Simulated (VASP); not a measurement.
All values below come from LDA (Ceperley-Alder, Perdew-Zunger), VASP's LDA PAW potentials (set 64) (plane waves; VASP).

VASP input:

### INCAR
```
! general
SYSTEM  = RuAl
PREC    = Accurate
ENCUT   = 520
LREAL   = .False.
LASPH   = .True.

! electronic loop
EDIFF   = 1E-7
NELM    = 100
ALGO    = Normal
LMAXMIX = 4

! smearing
ISMEAR  = 1
SIGMA   = 0.1

! ions
ISIF    = 2

! output
LWAVE   = .False.
LCHARG  = .False.
```

### KPOINTS
```
Automatic mesh
0
Gamma
12 12 12
0 0 0
```

### POSCAR
```
RuAl
2.8957670
  0.9999998587   0.0000000000   0.0000000000
  0.0000000000   0.9999998587   0.0000000000
  0.0000000000   0.0000000000   0.9999998587
Al Ru
1 1
Direct
  0.5000000000   0.5000000000   0.5000000000
  0.0000000000   0.0000000000   0.0000000000
```

POTCAR, in this order: Al Ru_pv (LDA.64 set). Program: vasp_std.

Problem. What will the output report for the number of irreducible k-points (NKPTS), largest plane-wave count, number of space-group operations, FFT grid (NGX, NGY, NGZ)?

Solution. 
```
Item                                          Result
--------------------------------------  ------------
number of irreducible k-points (NKPTS)            84
largest plane-wave count                         672
number of space-group operations                  48
FFT grid (NGX, NGY, NGZ)                24 × 24 × 24
```

The compound is RuAl in the CsCl type structure. This cell is one point of a volume scan, at 0.94 of the reference volume. The electron count is odd and the run is not spin-polarised, which forces a metal.
